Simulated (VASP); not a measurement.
Computed with r2SCAN meta-GGA, VASP's PBE PAW potentials (set 64) (plane waves; VASP 6.6.1).

Input for VASP

KPOINTS:
```
Automatic mesh
0
Gamma
6 6 4
0 0 0
```

POSCAR:
```
ZnS
1
    1.9006972066    -3.2921040899    -0.0000000000
    1.9006972066     3.2921040899     0.0000000000
    0.0000000000     0.0000000000     6.2287366761
Zn S
2 2
Direct
  0.6666670000   0.3333330000   0.5000723877
  0.3333330000   0.6666670000   0.0000723877
  0.6666670000   0.3333330000   0.8749276123
  0.3333330000   0.6666670000   0.3749276123
```

**INCAR**
```
SYSTEM  =  ZnS
PREC  =  Accurate; ENCUT  =  400; LREAL  =  F
LASPH  =  T
EDIFF  =  1E-8; NELM  =  100; ALGO  =  Normal
LMAXMIX  =  4; LMIXTAU  =  T
ISMEAR  =  0; SIGMA  =  0.05
METAGGA  =  R2SCAN
IBRION  =  1; NSW  =  30; ISIF  =  2
EDIFFG  =  -0.001
LWAVE  =  F; LCHARG  =  F
```

POTCAR, in this order: Zn S (PBE.64 set). Program: vasp_std.

Output of the run:

OSZICAR:
```
       N       E                     dE             d eps       ncg     rms          rms(c)
DAV:   1     0.186301070983E+03    0.18630E+03   -0.15536E+04   924   0.169E+03
DAV:   2    -0.243821506178E+02   -0.21068E+03   -0.20603E+03   954   0.348E+02
DAV:   3    -0.434657591965E+02   -0.19084E+02   -0.19013E+02  1122   0.112E+02
DAV:   4    -0.438346236814E+02   -0.36886E+00   -0.36858E+00  1062   0.159E+01
DAV:   5    -0.438412366781E+02   -0.66130E-02   -0.66122E-02  1134   0.206E+00    0.106E+01
DAV:   6    -0.396651933021E+02    0.41760E+01   -0.36725E+00  1134   0.529E+01    0.949E+00
DAV:   7    -0.370331955813E+02    0.26320E+01   -0.11935E+00   972   0.133E+01    0.453E+00
DAV:   8    -0.377779926699E+02   -0.74480E+00   -0.92357E-01   984   0.680E+00    0.156E+00
DAV:   9    -0.377092718057E+02    0.68721E-01   -0.19568E-01   942   0.398E+00    0.969E-01
DAV:  10    -0.376313194045E+02    0.77952E-01   -0.91244E-02   960   0.282E+00    0.471E-01
DAV:  11    -0.376976102724E+02   -0.66291E-01   -0.52362E-02   978   0.211E+00    0.171E-01
DAV:  12    -0.377054907002E+02   -0.78804E-02   -0.16816E-02  1038   0.102E+00    0.103E-01
DAV:  13    -0.377042221709E+02    0.12685E-02   -0.10403E-03  1224   0.344E-01    0.373E-02
DAV:  14    -0.377076923738E+02   -0.34702E-02   -0.82774E-03   984   0.799E-01    0.714E-02
DAV:  15    -0.377094644631E+02   -0.17721E-02   -0.12575E-03  1054   0.413E-01    0.403E-02
DAV:  16    -0.377097968759E+02   -0.33241E-03   -0.35567E-04  1038   0.141E-01    0.586E-03
DAV:  17    -0.377098266209E+02   -0.29745E-04   -0.11178E-05  1092   0.295E-02    0.105E-02
DAV:  18    -0.377098243988E+02    0.22221E-05   -0.52976E-06  1034   0.175E-02    0.235E-03
DAV:  19    -0.377098225454E+02    0.18534E-05   -0.10428E-06  1020   0.970E-03    0.115E-03
DAV:  20    -0.377098213885E+02    0.11569E-05   -0.57776E-08  1080   0.261E-03    0.678E-04
DAV:  21    -0.377098208827E+02    0.50582E-06   -0.22359E-08   796   0.217E-03    0.441E-04
DAV:  22    -0.377098203453E+02    0.53738E-06   -0.11972E-08   654   0.196E-03    0.363E-04
DAV:  23    -0.377098204107E+02   -0.65386E-07   -0.66913E-09   594   0.500E-04    0.133E-04
DAV:  24    -0.377098203916E+02    0.19102E-07   -0.71744E-10   582   0.217E-04    0.827E-05
DAV:  25    -0.377098203466E+02    0.44952E-07   -0.10070E-09   582   0.249E-04    0.602E-05
DAV:  26    -0.377098204087E+02   -0.62075E-07   -0.20833E-10   588   0.188E-04    0.277E-05
DAV:  27    -0.377098204412E+02   -0.32529E-07   -0.51129E-11   606   0.573E-05    0.246E-05
DAV:  28    -0.377098204315E+02    0.97575E-08   -0.13560E-11   570   0.273E-05
   1 F= -.37709820E+02 E0= -.37709820E+02  d E =-.377098E+02
       N       E                     dE             d eps       ncg     rms          rms(c)
DAV:   1    -0.377098667636E+02   -0.46322E-04   -0.42012E-02   942   0.144E+00    0.822E-02
DAV:   2    -0.377100046187E+02   -0.13786E-03   -0.97310E-04  1070   0.230E-01    0.233E-02
DAV:   3    -0.377100113973E+02   -0.67785E-05   -0.23244E-05  1020   0.394E-02    0.190E-02
DAV:   4    -0.377100017031E+02    0.96942E-05   -0.15941E-05   972   0.295E-02    0.613E-03
DAV:   5    -0.377100106236E+02   -0.89206E-05   -0.99104E-06   960   0.260E-02    0.259E-03
DAV:   6    -0.377100101070E+02    0.51666E-06   -0.14351E-06   954   0.103E-02    0.203E-03
DAV:   7    -0.377100110228E+02   -0.91576E-06   -0.96909E-07   966   0.801E-03    0.119E-03
DAV:   8    -0.377100109475E+02    0.75280E-07   -0.15255E-07  1032   0.335E-03    0.152E-04
DAV:   9    -0.377100110709E+02   -0.12345E-06   -0.11112E-08   708   0.973E-04    0.108E-04
DAV:  10    -0.377100109814E+02    0.89488E-07   -0.37065E-09   594   0.589E-04    0.357E-05
DAV:  11    -0.377100110329E+02   -0.51510E-07   -0.90398E-10   546   0.283E-04    0.340E-05
DAV:  12    -0.377100110227E+02    0.10281E-07   -0.70010E-11   546   0.848E-05    0.255E-05
DAV:  13    -0.377100110199E+02    0.27981E-08   -0.22234E-11   540   0.429E-05
   2 F= -.37710011E+02 E0= -.37710011E+02  d E =-.190588E-03
       N       E                     dE             d eps       ncg     rms          rms(c)
DAV:   1    -0.377099852666E+02    0.25756E-04   -0.17372E-02   948   0.927E-01    0.529E-02
DAV:   2    -0.377100415463E+02   -0.56280E-04   -0.40058E-04  1064   0.148E-01    0.150E-02
DAV:   3    -0.377100447536E+02   -0.32074E-05   -0.96143E-06  1014   0.254E-02    0.122E-02
DAV:   4    -0.377100403916E+02    0.43620E-05   -0.66639E-06   960   0.191E-02    0.389E-03
DAV:   5    -0.377100444757E+02   -0.40841E-05   -0.40596E-06   948   0.167E-02    0.167E-03
DAV:   6    -0.377100440514E+02    0.42427E-06   -0.56424E-07   948   0.647E-03    0.129E-03
DAV:   7    -0.377100445859E+02   -0.53448E-06   -0.39320E-07   960   0.511E-03    0.754E-04
DAV:   8    -0.377100444606E+02    0.12528E-06   -0.60755E-08  1032   0.212E-03    0.108E-04
DAV:   9    -0.377100445408E+02   -0.80222E-07   -0.47933E-09   606   0.640E-04    0.727E-05
DAV:  10    -0.377100444813E+02    0.59526E-07   -0.16922E-09   558   0.396E-04    0.287E-05
DAV:  11    -0.377100445148E+02   -0.33502E-07   -0.38387E-10   552   0.180E-04    0.280E-05
DAV:  12    -0.377100445052E+02    0.96152E-08   -0.34881E-11   552   0.581E-05
   3 F= -.37710045E+02 E0= -.37710045E+02  d E =-.334853E-04
```

OUTCAR:
```
------------------------ aborting loop because EDIFF is reached ----------------------------------------
  FORCE on cell =-STRESS in cart. coord.  units (eV):
  Direction    XX          YY          ZZ          XY          YZ          ZX
  --------------------------------------------------------------------------------------
  Total        0.0213273      0.0213273      0.1449579      0.0000000      0.0000000      0.0000000
  in kB        0.4383597      0.4383597      2.9794500      0.0000000      0.0000000      0.0000000
  external PRESSURE =       1.2853898 kB  Pullay stress =       0.0000000 kB
  volume of cell :       77.95
      direct lattice vectors                 reciprocal lattice vectors
     1.900697207 -3.292104090  0.000000000     0.263061364 -0.151878551  0.000000000
     1.900697207  3.292104090  0.000000000     0.263061364  0.151878551  0.000000000
     0.000000000  0.000000000  6.228736676     0.000000000  0.000000000  0.160546199
  FREE ENERGIE OF THE ION-ELECTRON SYSTEM (eV)
  ---------------------------------------------------
  free  energy   TOTEN  =       -37.7100445052 eV

  energy  without entropy=      -37.7100445052  energy(sigma->0) =      -37.71004451

 reached required accuracy - stopping structural energy minimisation
```
(Selected blocks of OUTCAR.)

**CONTCAR**
```
ZnS
   1.00000000000000
     1.9006972066000001   -3.2921040899000000    0.0000000000000000
     1.9006972066000001    3.2921040899000000    0.0000000000000000
     0.0000000000000000    0.0000000000000000    6.2287366760999996
  Zn              S
     2     2
Direct
     0.6666669999999968    0.3333330000000032    0.5005510509059469
     0.3333330000000032    0.6666669999999968    0.0005510509059469
     0.6666669999999968    0.3333330000000032    0.8744489490940531
     0.3333330000000032    0.6666669999999968    0.3744489490940531
```

File OUTCAR:
```
 val. band max:        1.9677618099   @ k =   0.0000   0.0000   0.0000

 cond. band min:       4.7806522292   @ k =   0.0000   0.0000   0.0000


 Fermi energy:         2.2058669565

 k-point     1 :       0.0000    0.0000    0.0000
  band No.  band energies     occupation
      1     -11.8229      2.00000
      2     -10.8481      2.00000
      3      -4.5873      2.00000
      4      -4.5671      2.00000
      5      -4.5671      2.00000
      6      -4.4742      2.00000
      7      -4.4741      2.00000
      8      -4.0678      2.00000
      9      -4.0677      2.00000
     10      -3.9892      2.00000
     11      -3.9891      2.00000
     12      -3.8376      2.00000
     13      -3.5447      2.00000
     14       1.0328      2.00000
     15       1.0328      2.00000
     16       1.8840      2.00000
     17       1.9678      2.00000
     18       1.9678      2.00000
     19       4.7807      0.00000
     20       5.5882      0.00000
     21       8.7561      0.00000
     22       8.7562      0.00000

 k-point     2 :       0.1667   -0.0000    0.0000
  band No.  band energies     occupation
      1     -11.6332      2.00000
      2     -10.7458      2.00000
      3      -4.5797      2.00000
      4      -4.5467      2.00000
      5      -4.5308      2.00000
      6      -4.4482      2.00000
      7      -4.4192      2.00000
      8      -4.0930      2.00000
      9      -4.0670      2.00000
     10      -4.0669      2.00000
     11      -3.9803      2.00000
     12      -3.7812      2.00000
     13      -3.2672      2.00000
     14      -0.1976      2.00000
     15       0.6232      2.00000
     16       0.6794      2.00000
     17       1.6286      2.00000
     18       1.7363      2.00000
     19       5.8872      0.00000
     20       6.5200      0.00000
     21       8.2174      0.00000
     22       9.2363      0.00000

 k-point     3 :       0.3333   -0.0000    0.0000
  band No.  band energies     occupation
      1     -11.1784      2.00000
...
```

The compound is ZnS in the wurtzite structure, the high-temperature form. This run relaxes the ions in a fixed cell. Symmetry was kept, so distortions that lower it aren't found. The start is the result of an earlier pass.
